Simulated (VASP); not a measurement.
Consider the following.

```yaml
crystal:
  lattice:
    - [0.00000, 3.08848, 3.08848]
    - [3.08848, 0.00000, 3.08848]
    - [3.08848, 3.08848, 0.00000]
  atoms:
    - { symbol: Pb, position: [0.00000, 0.00000, 0.00000] }
    - { symbol: Se, position: [0.50000, 0.50000, 0.50000] }
```

All values below come from r2SCAN meta-GGA, VASP's PBE PAW potentials (set 64) (plane waves; VASP 6.6.1). Run with 520 eV cut-off, 8×8×8 Γ-centred mesh, tetrahedra with Blöchl corrections, potentials Pb_d Se.

Unless said otherwise, spin-orbit coupling is left out, though it shifts the bands of the heavy elements here.

Task: Predict the energy per atom (σ→0), band gap (over mesh and band path) with the smallest direct gap where there is one.

Result: 
```json
{
  "band gap (over mesh and band path)": "0.67 eV",
  "smallest direct gap (over mesh and band path)": "0.67 eV",
  "energy per atom (σ→0)": "-35.970 eV/atom"
}
```

Total energies compare only between runs with the same potentials, cut-off and functional.

The compound is PbSe in the rock salt structure. It was relaxed first.
